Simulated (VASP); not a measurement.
Calculation: PBEsol GGA, VASP's PBE PAW potentials (set 64) (plane waves; VASP).

VASP ran on this input.

**KPOINTS**
```
Automatic mesh
0
Gamma
10 10 10
0 0 0
```

### INCAR
```
LCHARG  =  .FALSE.
LWAVE  =  .FALSE.
PSTRESS  =  200   # kbar
ISMEAR  =  1
NSW  =  40   # most ionic steps
ENCUT  =  500   # plane-wave cut-off (eV)
ALGO  =  Normal
IBRION  =  2
SYSTEM  =  SnSe
ISIF  =  3   # ions, shape and volume
SIGMA  =  0.1   # width (eV)
LREAL  =  .FALSE.
GGA  =  PS
LASPH  =  .TRUE.   # aspherical one-centre terms
EDIFF  =  1E-6   # SCF stop (eV)
PREC  =  Accurate
EDIFFG  =  -0.02   # ionic stop
LMAXMIX  =  4
NELM  =  100
```

POSCAR:
```
SnSe
1.0
  0.0000000000   3.0994875212   3.0994875212
  3.0994875212   0.0000000000   3.0994875212
  3.0994875212   3.0994875212   0.0000000000
Sn Se
1 1
Cart
  0.0000000000   0.0000000000   0.0000000000
  1.5497437606   1.5497437606   1.5497437606
```

POTCAR, in this order: Sn_d Se (PBE.64 set). Program: vasp_std.

The resulting files:

### OUTCAR
```
 ion  position               nearest neighbor table
   1  0.000  0.000  0.000-   2 2.68   2 2.68   2 2.68   2 2.68
   2  0.250  0.250  0.250-   1 2.68   1 2.68   1 2.68   1 2.68
  LATTYP: Found a face centered cubic cell.
 ALAT       =     6.1989750424
 Subroutine PRICEL returns:
 Original cell was already a primitive cell.
 Subroutine GETGRP returns: Found 24 space group operations
The static configuration has the point symmetry T_d .
The dynamic configuration has the point symmetry T_d .
 Subroutine INISYM returns: Found 24 space group operations
 Subroutine IBZKPT returns following result:
 Found     47 irreducible k-points:

 Following reciprocal coordinates:
            Coordinates               Weight
  0.000000  0.000000  0.000000      1.000000
  0.100000  0.000000  0.000000      8.000000
  0.200000  0.000000  0.000000      8.000000
  0.300000  0.000000  0.000000      8.000000
  0.400000  0.000000  0.000000      8.000000
  0.500000  0.000000  0.000000      4.000000
  0.100000  0.100000  0.000000      6.000000
  0.200000  0.100000  0.000000     24.000000
  0.300000  0.100000  0.000000     24.000000
...
```

### OSZICAR
```
       N       E                     dE             d eps       ncg     rms          rms(c)
DAV:   1     0.129544538427E+03    0.12954E+03   -0.98192E+03  1328   0.166E+03
DAV:   2     0.431588796101E+01   -0.12523E+03   -0.12316E+03  1400   0.361E+02
DAV:   3    -0.781423624007E+01   -0.12130E+02   -0.11944E+02  1700   0.104E+02
DAV:   4    -0.810973259063E+01   -0.29550E+00   -0.29543E+00  1438   0.191E+01
DAV:   5    -0.811895015957E+01   -0.92176E-02   -0.92175E-02  1954   0.321E+00    0.532E+00
DAV:   6    -0.795519374385E+01    0.16376E+00   -0.39418E-01  1980   0.447E+00    0.340E+00
DAV:   7    -0.794365855297E+01    0.11535E-01   -0.69531E-02  1412   0.145E+00    0.119E+00
DAV:   8    -0.794209211049E+01    0.15664E-02   -0.49100E-03  1564   0.712E-01    0.187E-01
DAV:   9    -0.794212840852E+01   -0.36298E-04   -0.47951E-04  1538   0.186E-01    0.898E-02
DAV:  10    -0.794213418487E+01   -0.57763E-05   -0.49771E-05  1694   0.682E-02    0.232E-02
DAV:  11    -0.794214032877E+01   -0.61439E-05   -0.13737E-05  1570   0.414E-02    0.170E-02
DAV:  12    -0.794213981930E+01    0.50947E-06   -0.97852E-07  1024   0.781E-03
   1 F= -.50819924E+00 E0= -.50840903E+00  d E =-.508199E+00
       N       E                     dE             d eps       ncg     rms          rms(c)
DAV:   1    -0.213407822861E+02   -0.13399E+02   -0.25049E+02  1616   0.216E+02    0.245E+01
DAV:   2    -0.800761817299E+01    0.13333E+02   -0.32483E+01  1610   0.189E+02    0.837E+00
DAV:   3    -0.602799821267E+01    0.19796E+01   -0.51032E+00  1630   0.418E+01    0.242E+00
DAV:   4    -0.593251515206E+01    0.95483E-01   -0.45306E-01  1974   0.668E+00    0.113E+00
DAV:   5    -0.590481667760E+01    0.27698E-01   -0.31238E-02  1986   0.198E+00    0.307E-01
DAV:   6    -0.590270807301E+01    0.21086E-02   -0.50979E-03  2070   0.862E-01    0.109E-01
DAV:   7    -0.590263240064E+01    0.75672E-04   -0.74249E-04  1490   0.331E-01    0.422E-02
DAV:   8    -0.590261801915E+01    0.14381E-04   -0.32788E-05  1936   0.960E-02    0.271E-02
DAV:   9    -0.590261738489E+01    0.63426E-06   -0.25700E-05  1710   0.961E-02    0.967E-03
DAV:  10    -0.590261702226E+01    0.36263E-06   -0.28831E-06  1088   0.317E-02
   2 F= -.29555952E+00 E0= -.29565978E+00  d E =0.212640E+00
       N       E                     dE             d eps       ncg     rms          rms(c)
DAV:   1    -0.119297553152E+02   -0.60271E+01   -0.11571E+02  1604   0.257E+02    0.121E+01
DAV:   2    -0.830128227952E+01    0.36285E+01   -0.68149E+00  1604   0.452E+01    0.505E+00
DAV:   3    -0.738643425593E+01    0.91485E+00   -0.29909E+00  1614   0.290E+01    0.698E-01
DAV:   4    -0.736593894550E+01    0.20495E-01   -0.16020E-01  1316   0.421E+00    0.415E-01
DAV:   5    -0.735373825162E+01    0.12201E-01   -0.10899E-02  1984   0.108E+00    0.157E-01
DAV:   6    -0.735306402958E+01    0.67422E-03   -0.74903E-04  1532   0.409E-01    0.584E-02
DAV:   7    -0.735295144752E+01    0.11258E-03   -0.12818E-04  1588   0.175E-01    0.111E-02
DAV:   8    -0.735294721294E+01    0.42346E-05   -0.18948E-05  1478   0.550E-02    0.564E-03
DAV:   9    -0.735294848047E+01   -0.12675E-05   -0.10722E-06   886   0.122E-02    0.240E-03
DAV:  10    -0.735294797409E+01    0.50638E-06   -0.58138E-07   676   0.117E-02
   3 F= -.73683299E+00 E0= -.73675761E+00  d E =-.228634E+00
       N       E                     dE             d eps       ncg     rms          rms(c)
DAV:   1    -0.733033825733E+01    0.22610E-01   -0.56435E-02  1604   0.444E+00    0.291E-01
DAV:   2    -0.732819389660E+01    0.21444E-02   -0.39155E-03  1604   0.124E+00    0.120E-01
DAV:   3    -0.732771230799E+01    0.48159E-03   -0.15031E-03  1616   0.714E-01    0.208E-02
DAV:   4    -0.732770139233E+01    0.10916E-04   -0.73334E-05  1322   0.958E-02    0.113E-02
DAV:   5    -0.732769733197E+01    0.40604E-05   -0.60615E-06  1804   0.236E-02    0.304E-03
DAV:   6    -0.732769738178E+01   -0.49809E-07   -0.36276E-07   670   0.943E-03
   4 F= -.73714210E+00 E0= -.73703971E+00  d E =-.228943E+00
```

OUTCAR:
```
------------------------ aborting loop because EDIFF is reached ----------------------------------------
  FORCE on cell =-STRESS in cart. coord.  units (eV):
  Direction    XX          YY          ZZ          XY          YZ          ZX
  --------------------------------------------------------------------------------------
  Total        6.5743711      6.5743711      6.5743711      0.0000000     -0.0000000      0.0000000
  in kB      199.5088676    199.5088676    199.5088676      0.0000000     -0.0000000      0.0000000
  external PRESSURE =      -0.4911324 kB  Pullay stress =     200.0000000 kB
  volume of cell :       52.80
      direct lattice vectors                 reciprocal lattice vectors
    -0.000000000  2.977539509  2.977539509    -0.167923884  0.167923884  0.167923884
     2.977539509 -0.000000000  2.977539509     0.167923884 -0.167923884  0.167923884
     2.977539509  2.977539509  0.000000000     0.167923884  0.167923884 -0.167923884
 POSITION                                       TOTAL-FORCE (eV/Angst)
 -----------------------------------------------------------------------------------
      5.95508      2.97754      2.97754         0.000000      0.000000      0.000000
      1.48877      1.48877      1.48877        -0.000000     -0.000000     -0.000000
 -----------------------------------------------------------------------------------
    total drift:                               -0.000000     -0.000000     -0.000000
  FREE ENERGIE OF THE ION-ELECTRON SYSTEM (eV)
  ---------------------------------------------------
  free  energy   TOTEN  =        -7.3276973818 eV

  energy  without entropy=       -7.3273902244  energy(sigma->0) =       -7.32759500
  enthalpy is  TOTEN    =        -0.7371420953 eV   P V=        6.5905552865

 reached required accuracy - stopping structural energy minimisation
```
(Selected blocks of OUTCAR.)

CONTCAR:
```
SnSe
   1.00000000000000
    -0.0000000000000000    2.9775395091888592    2.9775395091888592
     2.9775395091888592   -0.0000000000000000    2.9775395091888592
     2.9775395091888592    2.9775395091888592    0.0000000000000000
  Sn              Se
     1     1
Direct
     0.0000000000000000    1.0000000000000000    1.0000000000000000
     0.2500000000000000    0.2500000000000000    0.2500000000000000
```

Energy and stress use the plane-wave basis of the starting cell.

The structure was generated: SnSe was put into the zinc blende type (F-43m), which need not be its known phase. This run relaxes it under an external pressure of 20 GPa. Symmetry was kept, so distortions that lower it aren't found.
